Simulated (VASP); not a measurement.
Given:

```
CELL_PARAMETERS angstrom
      1.27704    -2.21190     0.00000
      1.27704     2.21190     0.00000
      0.00000     0.00000     6.79320
ATOMIC_POSITIONS crystal
  B  0.33333 0.66667 0.25000
  B  0.66667 0.33333 0.75000
  N  0.66667 0.33333 0.25000
  N  0.33333 0.66667 0.75000
```

All values below come from PBE GGA, VASP's PBE PAW potentials (set 64) (plane waves; VASP). Settings: 520 eV cut-off, 8×8×3 Γ-centred mesh, Gaussian smearing of 0.050 eV, potentials B N.

### Question
Give the stress tensor in GPa (positive for a compressed cell).

### Answer

```
-15.80    0.00    0.00
  0.00  -15.80    0.00
  0.00    0.00    2.02
```
The pressure is its mean diagonal, -9.86 GPa.

The compound is BN in the hex structure. The cell was not relaxed at this level.
